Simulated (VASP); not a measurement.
Given:

```xyz
3
Lattice="2.2441 -3.8869 0.0000 2.2441 3.8869 0.0000 0.0000 0.0000 5.8850" Properties=species:S:1:pos:R:3 pbc="T T T"
Te     0.5994     1.0383     3.9234
Te     3.2893     0.0000     0.0000
Te     0.5994    -1.0383     1.9617
```

Method: PBE GGA, VASP's PBE PAW potentials (set 64) (plane waves; VASP). Run with 520 eV cut-off, 7×7×5 Γ-centred mesh, Gaussian smearing of 0.050 eV, potentials Te.

The ions and cell shape at fixed volume are relaxed. Predict the relaxed structure.

```xyz
3
Lattice="2.2290 -3.8607 0.0000 2.2290 3.8607 0.0000 0.0000 0.0000 5.9650" Properties=species:S:1:pos:R:3 pbc="T T T"
Te     2.8376    -2.8065     3.9767
Te     3.2407     0.0000     0.0000
Te     2.8376     2.8065     1.9883
```
Space group P3_121 (152), at a tolerance of 0.03 Å.

How much energy does the relaxation gain?

The energy (σ→0) changes by -3.3 meV/atom, in 6 ionic steps.

The compound is Te in the trig structure. This cell is one point of a volume scan, at 0.97 of the reference volume. Symmetry was kept, so distortions that lower it aren't found.
